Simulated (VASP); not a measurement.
# ReC6 (Pm-3m) in VASP: a series of runs, part 2 of 2

VASP 6.6.1.

## Step 3: Single point, PBE (species swapped into the YB6 type (Pm-3m, No. 221))

INCAR reads:

```
  ALGO = Normal
  EDIFF = 1E-6
  ENCUT = 520
  GGA = PE
  ISIF = 2
  ISMEAR = 0
  LASPH = True
  LCHARG = False
  LREAL = False
  LWAVE = False
  NBANDS = 24
  NELM = 60
  PREC = Accurate
  SIGMA = 0.1
```

KPOINTS reads:

```
k-points
0
Gamma
  10 10 10
```

POSCAR reads:

```
ReC6
1.0
    3.8489171462      0.0000000000      0.0000000000
    0.0000000000      3.8489171462      0.0000000000
    0.0000000000      0.0000000000      3.8489171462
Re C
1 6
Direct
    0.0000000000      0.0000000000      0.0000000000
    0.8234204642      0.5000000000      0.5000000000
    0.1765795358      0.5000000000      0.5000000000
    0.5000000000      0.5000000000      0.8234204642
    0.5000000000      0.5000000000      0.1765795358
    0.5000000000      0.1765795358      0.5000000000
    0.5000000000      0.8234204642      0.5000000000
```

Potentials or basis: VASP PAW PBE potentials, release 64 (Re, C).

The run is started by

```
$ cat potpaw_PBE.64/Re/POTCAR potpaw_PBE.64/C/POTCAR > POTCAR
$ mpirun -np 1 vasp_std > vasp.out
```

OUTCAR:

```text
EDIFF = 1E-6
   ENCUT = 520
   GGA = PE
   ISIF = 2
   ISMEAR = 0
   LASPH = True
   LREAL = False
   NELM = 60
   PREC = Accurate

 ion  position               nearest neighbor table
   1  0.000  0.000  0.000-
   2  0.823  0.500  0.500-   3 1.36   4 1.76   5 1.76   6 1.76   7 1.76
   3  0.177  0.500  0.500-   2 1.36   4 1.76   5 1.76   6 1.76   7 1.76
   4  0.500  0.500  0.823-   5 1.36   3 1.76   2 1.76   6 1.76   7 1.76
   5  0.500  0.500  0.177-   4 1.36   3 1.76   2 1.76   6 1.76   7 1.76
   6  0.500  0.177  0.500-   7 1.36   3 1.76   4 1.76   5 1.76   2 1.76
   7  0.500  0.823  0.500-   6 1.36   3 1.76   4 1.76   5 1.76   2 1.76

  LATTYP: Found a simple cubic cell.
 ALAT       =     3.8489171462

  Lattice vectors:

 A1 = (   3.8489171462,   0.0000000000,   0.0000000000)
 A2 = (   0.0000000000,   3.8489171462,   0.0000000000)
 A3 = (   0.0000000000,   0.0000000000,   3.8489171462)

Analysis of symmetry for initial positions (statically):
=====================================================================
 Subroutine PRICEL returns:
 Original cell was already a primitive cell.

 Routine SETGRP: Setting up the symmetry group for a
 simple cubic supercell.

 Subroutine GETGRP returns: Found 48 space group operations
 (whereof 48 operations were pure point group operations)
 out of a pool of 48 trial point group operations.

The static configuration has the point symmetry O_h .

Analysis of symmetry for dynamics (positions and initial velocities):
=====================================================================
 Subroutine PRICEL returns:
 Original cell was already a primitive cell.

 Routine SETGRP: Setting up the symmetry group for a
 simple cubic supercell.

 Subroutine GETGRP returns: Found 48 space group operations
 (whereof 48 operations were pure point group operations)
 out of a pool of 48 trial point group operations.

The dynamic configuration has the point symmetry O_h .

 Subroutine INISYM returns: Found 48 space group operations
 (whereof 48 operations are pure point group operations),
 and found     1 'primitive' translations

----------------------------------------------------------------------------------------

                                     Primitive cell

  volume of cell :      57.0185

  direct lattice vectors                    reciprocal lattice vectors
     3.848917146  0.000000000  0.000000000     0.259813335  0.000000000  0.000000000
     0.000000000  3.848917146  0.000000000     0.000000000  0.259813335  0.000000000
     0.000000000  0.000000000  3.848917146     0.000000000  0.000000000  0.259813335

  length of vectors
     3.848917146  3.848917146  3.848917146     0.259813335  0.259813335  0.259813335

  position of ions in fractional coordinates (direct lattice)
     0.000000000  0.000000000  0.000000000
     0.823420464  0.500000000  0.500000000
     0.176579536  0.500000000  0.500000000
     0.500000000  0.500000000  0.823420464
     0.500000000  0.500000000  0.176579536
     0.500000000  0.176579536  0.500000000
[... 39 lines left out ...]
            Coordinates               Weight
  0.000000  0.000000  0.000000      1.000000
  0.100000  0.000000  0.000000      6.000000
  0.200000  0.000000  0.000000      6.000000
  0.300000  0.000000  0.000000      6.000000
  0.400000  0.000000  0.000000      6.000000
  0.500000  0.000000  0.000000      3.000000
[... 16 lines left out ...]
  0.200000  0.100000  0.100000     24.000000
  0.300000  0.100000  0.100000     24.000000
 [... further k-points ...]
   k-points           NKPTS =     56   k-points in BZ     NKDIM =     56   number of bands    NBANDS=     24
   number of dos      NEDOS =    301   number of ions     NIONS =      7
   total plane-waves  NPLWV =  27000
   dimension x,y,z NGX =    30 NGY =   30 NGZ =   30
   dimension x,y,z NGXF=    60 NGYF=   60 NGZF=   60
   ions per type =               1   6
   NGX,Y,Z   is equivalent  to a cutoff of  12.96, 12.96, 12.96 a.u.
   NGXF,Y,Z  is equivalent  to a cutoff of  25.92, 25.92, 25.92 a.u.
 SYSTEM =  unknown system
   PREC   = accura    normal or accurate (medium, high low for compatibility)
   ISTART =      0    job   : 0-new  1-cont  2-samecut
   ICHARG =      2    charge: 1-file 2-atom 10-const
   ISPIN  =      1    spin polarized calculation?
   LNONCOLLINEAR =      F non collinear calculations
   LSORBIT =      F    spin-orbit coupling
   LASPH  =      T    aspherical Exc in radial PAW
   ENCUT  =  520.0 eV  38.22 Ry    6.18 a.u.   7.16  7.16  7.16*2*pi/ulx,y,z
   NELM   =     60;   NELMIN=  2; NELMDL= -5     # of ELM steps
   EDIFF  = 0.1E-05   stopping-criterion for ELM
   LREAL  =      F    real-space projection
   EDIFFG = 0.1E-04   stopping-criterion for IOM
   NSW    =      0    number of steps for IOM
   IBRION =     -1    ionic relax: 0-MD 1-quasi-New 2-CG
   NFREE  =      0    steps in history (QN), initial steepest desc. (CG)
   ISIF   =      2    stress and relaxation
   ISYM   =      2    0-nonsym 1-usesym 2-fastsym
   POTIM  = 0.5000    time-step for ionic-motion
   TEBEG  =    0.0;   TEEND  =   0.0 temperature during run
   PSTRESS=    0.0 pullay stress
   NELECT =      31.0000    total number of electrons
   NUPDOWN=      -1.0000    fix difference up-down
   EMIN   =  10.00;   EMAX   =-10.00  energy-range for DOS
   EFERMI =   0.00;   METHOD = LEGACY
   ISMEAR =     0;   SIGMA  =   0.10  broadening in eV -4-tet -1-fermi 0-gaus
   EFERMI_NEDOS =   21; number of points for ismear=-14 and -15
   IALGO  =     38    algorithm
   IMIX   =      4    mixing-type and parameters
     AMIX     =   0.40;   BMIX     =  1.00
     AMIX_MAG =   1.60;   BMIX_MAG =  1.00
  volume/ion in A,a.u.               =       8.15        54.97
  Fermi-wavevector in a.u.,A,eV,Ry     =   1.336155  2.524967 24.290619  1.785310
  Thomas-Fermi vector in A             =   2.464804
   LORBIT       =      0    0 simple, 1 ext, 2 COOP (PROOUT), +10 PAW based schemes
   GGA     = PE    functional components
   LHFCALC =     F    Hartree Fock is set to
   AEXX    =    0.0000 exact exchange contribution
   IVDW    =     0    specifies the selected vdW correction
   LEPSILON=     F    determine dielectric tensor
   LRPA    =     F    only Hartree local field effects (RPA)
 non-spin polarized calculation
 Gauss-broadening in eV      SIGMA  =   0.10
  energy-cutoff  :      520.00
  volume of cell :       57.02
 maximum number of plane-waves:      1568
 NGX is ok and might be reduce to    30
   NGX = 15   NGY = 15   NGZ = 15

 number of electron      30.9999999 magnetization

 Free energy of the ion-electron system (eV)
  ---------------------------------------------------
  ext. energy  EPLUGINS =         0.00000000
  ---------------------------------------------------
  free energy    TOTEN  =       -44.68708324 eV

  energy without entropy =      -44.66547290  energy(sigma->0) =      -44.67627807

 E-fermi :   8.8488     XC(G=0): -12.6380

 val. band max:        8.8452429827   @ k =   0.4000   0.3000   0.3000
 cond. band min:       8.8907627418   @ k =   0.3000   0.1000   0.0000
 fundamental gap:      0.0455197592
 Fermi energy:         8.8487692317

 k-point     1 :       0.0000    0.0000    0.0000
  band No.  band energies     occupation
      1     -13.5945      2.00000
      2      -6.1263      2.00000
      3      -6.1263      2.00000
      4      -4.8163      2.00000
      5      -4.3333      2.00000
      6      -4.3333      2.00000
[... 637 lines left out ...]
     23      13.6857      0.00000
     24      13.7901      0.00000

 [... further k-points ...]

------------------------ aborting loop because EDIFF is reached ----------------------------------------

  FORCE on cell =-STRESS in cart. coord.  units (eV):
  Direction    XX          YY          ZZ          XY          YZ          ZX
  --------------------------------------------------------------------------------------
  -------------------------------------------------------------------------------------
  Total        0.0299580      0.0299580      0.0299580      0.0000000     -0.0000000      0.0000000
  in kB        0.8417983      0.8417983      0.8417983      0.0000000     -0.0000000      0.0000000
  external PRESSURE =       0.8417983 kB  Pullay stress =       0.0000000 kB

 VOLUME and BASIS-vectors are now :
 -----------------------------------------------------------------------------
  energy-cutoff  :      520.00
  volume of cell :       57.02
      direct lattice vectors                 reciprocal lattice vectors
     3.848917146  0.000000000  0.000000000     0.259813335  0.000000000  0.000000000
     0.000000000  3.848917146  0.000000000     0.000000000  0.259813335  0.000000000
     0.000000000  0.000000000  3.848917146     0.000000000  0.000000000  0.259813335

 POSITION                                       TOTAL-FORCE (eV/Angst)
 -----------------------------------------------------------------------------------
      0.00000      0.00000      0.00000         0.000000      0.000000      0.000000
      3.16928      1.92446      1.92446        -0.042054     -0.000000      0.000000
      0.67964      1.92446      1.92446         0.042054      0.000000      0.000000
      1.92446      1.92446      3.16928         0.000000     -0.000000     -0.042054
      1.92446      1.92446      0.67964         0.000000      0.000000      0.042054
      1.92446      0.67964      1.92446         0.000000      0.042054      0.000000
      1.92446      3.16928      1.92446         0.000000     -0.042054      0.000000
 -----------------------------------------------------------------------------------
    total drift:                                0.000000      0.000000     -0.000000

  FREE ENERGIE OF THE ION-ELECTRON SYSTEM (eV)
  ---------------------------------------------------
  free  energy   TOTEN  =       -44.6870832408 eV

  energy  without entropy=      -44.6654729036  energy(sigma->0) =      -44.67627807
```

Run time: 49 s. Hardware: 1 thread of Intel Xeon 6975P-C (Granite Rapids), shared host; peak memory 0.21 GiB.

What came out:

```
Free energy            : -44.6871 eV
Pressure               : 0.1 GPa
Largest force          : 0.042 eV/Å
Band gap on the k mesh : none (metal or under the smearing width)
```

Forces in eV/Å, atoms in the order of the input:
```
Re   0.000  0.000  0.000
C   -0.042  0.000  0.000
C    0.042  0.000  0.000
C    0.000  0.000 -0.042
C    0.000  0.000  0.042
C    0.000  0.042  0.000
C    0.000 -0.042  0.000
```

Levels at points of the mesh, in eV from the Fermi level:
| k point | band 12 | band 13 | band 14 | band 15 | band 16 | band 17 | band 18 | band 19 |
| --- | --- | --- | --- | --- | --- | --- | --- | --- |
| (0.00, 0.00, 0.00) | -3.45 | -3.45 | -1.67 | -1.67 | -0.60 | 0.22 | 0.22 | 0.22 |
| (0.50, 0.00, 0.00) | -2.67 | -2.67 | -1.81 | -0.82 | -0.09 | 1.15 | 1.33 | 1.40 |
| (0.50, 0.50, 0.00) | -2.31 | -0.88 | -0.62 | -0.49 | 0.89 | 0.89 | 1.00 | 2.18 |
| (0.50, 0.50, 0.50) | -0.12 | -0.12 | -0.12 | 0.19 | 0.19 | 0.73 | 0.73 | 0.73 |

Spin-orbit coupling is left out, which matters for the levels of Re.
